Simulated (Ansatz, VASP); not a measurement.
# Two plane-wave programs on Te3Pd

```
CELL_PARAMETERS angstrom
0.00000 3.65346 3.65346
3.65346 0.00000 3.65346
3.65346 3.65346 0.00000
ATOMIC_POSITIONS crystal
Te 0.25000 0.25000 0.25000
Te 0.75000 0.75000 0.75000
Te 0.50000 0.50000 0.50000
Pd 0.00000 0.00000 0.00000
```

Change from the starting cell: species swapped into the Li3Ag type (Fm-3m, No. 225).

Alike in both runs: task relaxation of cell and atoms; functional PBE; k mesh 12 × 12 × 12; occupations gaussian, width 0.1 eV; no spin polarisation.

|  | VASP | Ansatz |
| --- | --- | --- |
| version | VASP 6.6.1 | Ansatz 0.2.0 |
| potentials or method | VASP PAW PBE potentials, release 64 (Te, Pd) | scalar-relativistic, plane waves, PAW |
| plane-wave cutoff (eV) | 600 | 420 |
| valence electrons in the cell | 28 | 66 |

Ansatz gave:

* gap on the k mesh at the Fermi level, each at its own relaxed structure (eV): none
* relaxed volume (Å³/atom): 24.50
* relaxed cell length with the largest relative difference (Å): 5.175

Q: Estimate VASP's values.

A: gap on the k mesh at the Fermi level, each at its own relaxed structure (eV): none; relaxed volume (Å³/atom): 24.45; relaxed cell length with the largest relative difference (Å): 5.172.

A gap of «none» marks a metal or a gap that the smearing closes. The two sets of potentials don't hold the same shells in valence.

Spin-orbit coupling is left out, which matters for the levels of Te.
